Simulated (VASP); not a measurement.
Data:

```
LaSe
1.0
    3.65216     0.00000     0.00000
    0.00000     3.65216     0.00000
    0.00000     0.00000     3.65216
La Se
1 1
Direct
  0.00000   0.00000   0.00000
  0.50000   0.50000   0.50000
```

These are PBEsol GGA, VASP's PBE PAW potentials (set 64) (plane waves; VASP) values and carry that method's errors. Run with 400 eV cut-off, Gaussian smearing of 0.050 eV, potentials La Se.

### Question
Give the energies of bands 6 to 11 at the high-symmetry points, in eV from the Fermi level.

### Answer

```csv
band,Γ,X,M,R
6,-2.05,-5.92,-3.89,-5.77
7,-2.05,-2.95,-3.89,-5.77
8,-2.05,-2.95,-1.93,-5.77
9,-1.62,-0.54,-0.73,1.75
10,-1.62,0.98,1.13,1.75
11,1.69,1.57,1.63,1.75
```

It has no gap at this level: it comes out as a metal or semimetal.

The structure was generated: LaSe was put into the CsCl type type (Pm-3m), which need not be its known phase. It was relaxed first, which changed the volume by -37 %. The electron count is odd and the run is not spin-polarised, which forces a metal.
